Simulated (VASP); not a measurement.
The system is Cs2InAgBr6.

```
Cs In Ag Br
1.0
     0.00000    5.45854    5.45854
     5.45854    0.00000    5.45854
     5.45854    5.45854    0.00000
Cs In Ag Br
2 1 1 6
Direct
  0.75000 0.75000 0.75000
  0.25000 0.25000 0.25000
  0.00000 0.00000 0.00000
  0.50000 0.50000 0.50000
  0.75324 0.24676 0.24676
  0.24676 0.24676 0.75324
  0.24676 0.75324 0.75324
  0.24676 0.75324 0.24676
  0.75324 0.24676 0.75324
  0.75324 0.75324 0.24676
```

The cell comes from a database or a generator and needn't be the stable form of this composition.

Base run:

* Program: VASP 6.6.1
* Functional: PBEsol
* Potentials or basis: VASP PAW PBE potentials, release 64 (Cs_sv, In_d, Ag, Br)
* Cutoff: 520 eV
* k mesh: 6 × 6 × 6
* Occupations: methfessel-paxton, width 0.1 eV
* Spin: no spin polarisation

Its results: pressure 0.0 GPa.

Question: The run is repeated on the same cell with these changes: functional from PBEsol to r2SCAN. What comes out?

Answer: Pressure 1.1 GPa.

Caveats: the PAW data sets were made with another functional, which shifts forces and pressure a little.
